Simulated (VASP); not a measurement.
Input:

```
CELL_PARAMETERS angstrom
     -1.87767     1.87767     4.43656
      1.87767    -1.87767     4.43656
      1.87767     1.87767    -4.43656
ATOMIC_POSITIONS crystal
  Li 0.25000 0.75000 0.50000
  Mg 0.75000 0.25000 0.50000
  B  0.50000 0.50000 0.00000
  N  0.65059 0.65059 0.00000
  N  0.34941 0.34941 0.00000
```

Level of theory: r2SCAN meta-GGA, VASP's PBE PAW potentials (set 64) (plane waves; VASP). Run with 520 eV cut-off, 9×9×9 Γ-centred mesh, tetrahedra with Blöchl corrections, potentials Li_sv Mg B N.

Task: What does the run give for the energy per atom (σ→0), band gap (over mesh and band path) with the smallest direct gap where there is one?

Result: 
```yaml
band gap (over mesh and band path): 3.01 eV
smallest direct gap (over mesh and band path): 3.90 eV
energy per atom (σ→0): -7.550 eV/atom
```

The absolute energy has meaning only against runs of the same code, potentials and settings.

The structure comes from a computed database's LiMgBN2 entry (I-4m2); how it stands against other phases isn't given here. It was relaxed first.
